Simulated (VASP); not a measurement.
## Mg2C3: single point with r2SCAN

The system is Mg2C3.

```xyz
5
Lattice="2.3870 -2.3394 -0.0063 2.3870 2.3394 -0.0063 -1.2254 0.0000 4.8341" Properties=species:S:1:pos:R:3 pbc="T T T"
Mg    3.6154    0.0000    0.9490
Mg   -0.0667    0.0000    3.8725
C     1.1317    0.0000    1.2601
C     2.4170    0.0000    3.5614
C     1.7743    0.0000    2.4107
```

The cell isn't the ideal one: strain -0.0050 x Voigt [0, 0, 1, 0, 0, 0], atoms carried along.

```
Program             : VASP 6.6.1
Task                : single point
Functional          : r2SCAN
Potentials or basis : VASP PAW PBE potentials, release 64 (Mg, C)
Cutoff              : 520 eV
k mesh              : 8 × 8 × 6
Occupations         : gaussian, width 0.05 eV
Spin                : no spin polarisation
```

```yaml
Pressure: 0.9 GPa
Largest_force: 0.359 eV/Å
Band_gap_on_the_k_mesh: 1.90 eV, indirect (least direct gap 2.71 eV)
```

Forces in eV/Å, atoms in the order of the input:
```
Mg   0.001  0.000  0.011
Mg  -0.001  0.000 -0.011
C   -0.201  0.000 -0.297
C    0.201  0.000  0.297
C    0.000  0.000  0.000
```

Stress tensor (GPa, compression positive):
```
 0.24  0.00  1.57
 0.00 -0.47  0.00
 1.57  0.00  2.80
```

Levels at points of the mesh, in eV from the valence-band top:
```csv
k point,band 4,band 5,band 6,band 7,band 8,band 9,band 10,band 11,band 12,band 13
"(0.00, 0.00, 0.00)",-4.42,-3.68,-3.31,-1.54,-0.77,3.82,3.96,4.59,8.19,8.20
"(0.50, 0.00, 0.00)",-5.67,-5.09,-3.53,-3.31,-0.21,3.40,4.91,6.85,7.24,8.59
"(0.50, 0.50, 0.00)",-6.23,-5.83,-4.09,-2.65,-1.34,1.90,2.47,3.54,6.19,10.45
"(0.00, 0.00, 0.50)",-4.79,-4.18,-3.87,-0.96,0.00,3.47,3.81,4.48,6.29,8.07
"(0.50, 0.00, 0.50)",-6.84,-4.40,-3.51,-1.48,-0.29,2.42,4.28,6.37,7.15,7.85
"(0.50, 0.50, 0.50)",-6.28,-5.60,-4.28,-3.16,-2.12,2.25,3.84,5.89,7.32,8.32
```

It took 2.4 min on 1 thread of Intel(R) Xeon(R) 6975P-C (Granite Rapids), on a shared host, peak memory 0.24 GiB.

Caveat: the PAW data sets were made with another functional, which shifts forces and pressure a little. A k mesh can miss the band edges.
